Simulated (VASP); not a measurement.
A cell of La (dhcp) near equilibrium:

```yaml
crystal:
  lattice:
    - [1.82949, -3.16876, 0.00000]
    - [1.82949, 3.16876, 0.00000]
    - [0.00000, 0.00000, 11.70644]
  atoms:
    - { symbol: La, position: [0.00000, 0.00000, 0.50000] }
    - { symbol: La, position: [0.00000, 0.00000, 0.00000] }
    - { symbol: La, position: [0.33333, 0.66667, 0.25000] }
    - { symbol: La, position: [0.66667, 0.33333, 0.75000] }
```

Computed with PBEsol GGA, VASP's PBE PAW potentials (set 64) (plane waves; VASP).

| run | ΔE (meV/atom) | σxx | σyy | σzz | largest shear component, with its sign (GPa) | largest force (eV/Å) |
|---|---|---|---|---|---|---|
| as it is | 0.0 | 0.21 | 0.21 | 0.06 | 0.00 | 0.000 |
| after one change | 5.6 | 0.22 | 0.22 | 0.23 | 0.00 | 0.313 |
Stress is in GPa, positive when the cell is compressed.

### Question
Which change was made?
A. biaxial strain of -1.0 % in the xy plane
B. isotropic strain of +4.0 %
C. atom 1 (La) moved by 0.150 Å along z

### Answer
C, atom 1 (La) moved by 0.150 Å along z

The compound is La in the dhcp structure.
